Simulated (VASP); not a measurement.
Level of theory: PBE GGA, VASP's PBE PAW potentials (set 64) (plane waves; VASP 6.6.1).

The input files of a VASP run:

### INCAR
```
ALGO=Normal
EDIFF=1E-6
ENCUT=400
GGA=PE
ISIF=2
ISMEAR=0
LASPH=T
LCHARG=F
LMAXMIX=4
LREAL=F
LWAVE=F
NELECT=21.5
NELM=100
PREC=Accurate
SIGMA=0.05
SYSTEM=CoGa
```

**KPOINTS**
```
K-points
0
Gamma
  11 11 11
0 0 0
```

File POSCAR:
```
CoGa
1
    2.8800000000     0.0000000000     0.0000000000
    0.0000000000     2.8800000000     0.0000000000
    0.0000000000     0.0000000000     2.8800000000
Ga Co
1 1
Direct
  0.5000000000   0.5000000000   0.5000000000
  0.0000000000   0.0000000000   0.0000000000
```

POTCAR, in this order: Ga_d Co (PBE.64 set). Program: vasp_std.

The resulting files:

**OUTCAR**
```
 ion  position               nearest neighbor table
   1  0.500  0.500  0.500-   2 2.49   2 2.49   2 2.49   2 2.49   2 2.49   2 2.49   2 2.49   2 2.49
  LATTYP: Found a simple cubic cell.
 ALAT       =     2.8800000000
 Subroutine PRICEL returns:
 Original cell was already a primitive cell.
 Subroutine GETGRP returns: Found 48 space group operations
The static configuration has the point symmetry O_h .
The dynamic configuration has the point symmetry O_h .
 Subroutine INISYM returns: Found 48 space group operations
 Subroutine IBZKPT returns following result:
 Found     56 irreducible k-points:

 Following reciprocal coordinates:
            Coordinates               Weight
  0.000000  0.000000  0.000000      1.000000
  0.090909  0.000000  0.000000      6.000000
  0.181818  0.000000  0.000000      6.000000
  0.272727  0.000000  0.000000      6.000000
  0.363636  0.000000  0.000000      6.000000
  0.454545  0.000000  0.000000      6.000000
  0.090909  0.090909  0.000000     12.000000
  0.181818  0.090909  0.000000     24.000000
  0.272727  0.090909  0.000000     24.000000
  0.363636  0.090909  0.000000     24.000000
...
```

File OSZICAR:
```
       N       E                     dE             d eps       ncg     rms          rms(c)
DAV:   1     0.791558166265E+02    0.79156E+02   -0.86112E+03  1768   0.206E+03
DAV:   2    -0.127010344739E+02   -0.91857E+02   -0.89860E+02  1736   0.314E+02
DAV:   3    -0.168594736239E+02   -0.41584E+01   -0.41388E+01  1974   0.732E+01
DAV:   4    -0.169191726720E+02   -0.59699E-01   -0.59687E-01  2249   0.817E+00
DAV:   5    -0.169203896001E+02   -0.12169E-02   -0.12169E-02  2141   0.993E-01    0.119E+01
DAV:   6    -0.195119793094E+02   -0.25916E+01   -0.41305E+01  1874   0.874E+01    0.184E+01
DAV:   7    -0.150999838885E+02    0.44120E+01   -0.19377E+01  1722   0.624E+01    0.142E+00
DAV:   8    -0.151194090852E+02   -0.19425E-01   -0.38832E-01  1845   0.582E+00    0.100E+00
DAV:   9    -0.151105022328E+02    0.89069E-02   -0.33688E-02  2138   0.263E+00    0.286E-01
DAV:  10    -0.151101385648E+02    0.36367E-03   -0.10076E-03  2546   0.409E-01    0.107E-01
DAV:  11    -0.151100986681E+02    0.39897E-04   -0.25124E-04  2457   0.232E-01    0.225E-02
DAV:  12    -0.151100968142E+02    0.18539E-05   -0.11786E-05  2331   0.436E-02    0.384E-03
DAV:  13    -0.151100965769E+02    0.23732E-06   -0.76920E-07  1219   0.133E-02
   1 F= -.15110097E+02 E0= -.15109691E+02  d E =-.810797E-03
```

File OUTCAR:
```
------------------------ aborting loop because EDIFF is reached ----------------------------------------
  FORCE on cell =-STRESS in cart. coord.  units (eV):
  Direction    XX          YY          ZZ          XY          YZ          ZX
  --------------------------------------------------------------------------------------
  Total       -6.5249865     -6.5249865     -6.5249865      0.0000000      0.0000000      0.0000000
  in kB     -437.6356956   -437.6356956   -437.6356956      0.0000000      0.0000000      0.0000000
  external PRESSURE =    -437.6356956 kB  Pullay stress =       0.0000000 kB
  volume of cell :       23.89
      direct lattice vectors                 reciprocal lattice vectors
     2.880000000  0.000000000  0.000000000     0.347222222  0.000000000  0.000000000
     0.000000000  2.880000000  0.000000000     0.000000000  0.347222222  0.000000000
     0.000000000  0.000000000  2.880000000     0.000000000  0.000000000  0.347222222
 POSITION                                       TOTAL-FORCE (eV/Angst)
 -----------------------------------------------------------------------------------
      1.44000      1.44000      1.44000         0.000000      0.000000      0.000000
      0.00000      0.00000      0.00000         0.000000      0.000000      0.000000
 -----------------------------------------------------------------------------------
    total drift:                               -0.000000      0.000000      0.000000
  FREE ENERGIE OF THE ION-ELECTRON SYSTEM (eV)
  ---------------------------------------------------
  free  energy   TOTEN  =       -15.1100965769 eV

  energy  without entropy=      -15.1092857800  energy(sigma->0) =      -15.10969118
```
(Selected blocks of OUTCAR.)

The cell is charged, with a uniform compensating background.

The compound is CoGa in the CsCl type structure. The cell was not relaxed at this level. The run is one of a series of settings (ISMEAR = 0, NELECT = 21.5, SIGMA = 0.05 against the base run), some of them coarse on purpose. The run is not spin-polarised, so no magnetic state was tried.
